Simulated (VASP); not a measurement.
An input for Quantum ESPRESSO's pw.x (written as the equivalent of a VASP run, and not itself run):

```
&CONTROL
  calculation = 'vc-relax'
  pseudo_dir = './pseudo'
  outdir = './out'
  tprnfor = .true.
  tstress = .true.
  nstep = 40
  forc_conv_thr = 0.00078
/
&SYSTEM
  ibrav = 0
  nat = 4
  ntyp = 2
  ecutwfc = 84
  occupations = 'smearing'
  smearing = 'gaussian'
  degauss = 0.003675
  input_dft = 'pbesol'
/
&ELECTRONS
  conv_thr = 7.3e-08
  electron_maxstep = 100
/
&IONS
/
&CELL
  press = 50
/
ATOMIC_SPECIES
  Mg 24.305 Mg.upf
  Te 127.600 Te.upf
CELL_PARAMETERS angstrom
     2.1995112   -3.8096655    0.0000000
     2.1995112    3.8096655    0.0000000
     0.0000000    0.0000000    7.1502923
ATOMIC_POSITIONS crystal
  Mg   0.6666670  0.3333330  0.4996707
  Mg   0.3333330  0.6666670  0.9996707
  Te   0.6666670  0.3333330  0.8763293
  Te   0.3333330  0.6666670  0.3763293
K_POINTS automatic
  6 6 3 0 0 0
```

Q: Translate this input to VASP (INCAR, KPOINTS, POSCAR, choice of POTCAR).

A: One answer among several that fit: 
**POSCAR**
```
MgTe
1
    2.1995111973    -3.8096655467     0.0000000000
    2.1995111973     3.8096655467     0.0000000000
    0.0000000000     0.0000000000     7.1502922773
Mg Te
2 2
Direct
  0.6666670000   0.3333330000   0.4996706862
  0.3333330000   0.6666670000   0.9996706862
  0.6666670000   0.3333330000   0.8763293138
  0.3333330000   0.6666670000   0.3763293138
```

INCAR:
```
ALGO=Normal
EDIFF=1E-6
EDIFFG=-0.02
ENCUT=500
GGA=PS
IBRION=2
ISIF=3
ISMEAR=0
LASPH=.TRUE.
LCHARG=.FALSE.
LMAXMIX=4
LREAL=.FALSE.
LWAVE=.FALSE.
NELM=100
NSW=40
PREC=Accurate
PSTRESS=50
SIGMA=0.05
SYSTEM=MgTe
```

**KPOINTS**
```
Automatic mesh
0
Gamma
6 6 3
0 0 0
```

POTCAR, in this order: Mg Te (PBE.64 set). Program: vasp_std.

What does not carry over: the potentials are each code's own (VASP's PAW set, PseudoDojo norm-conserving files in pw.x), so ENCUT and ecutwfc are chosen apart and not converted; conv_thr bounds pw.x's estimated SCF error, while EDIFF bounds the energy change between steps; forc_conv_thr acts on force components and is met together with etot_conv_thr.

The compound is MgTe in the wurtzite structure. It was relaxed first under an external pressure of 5 GPa.
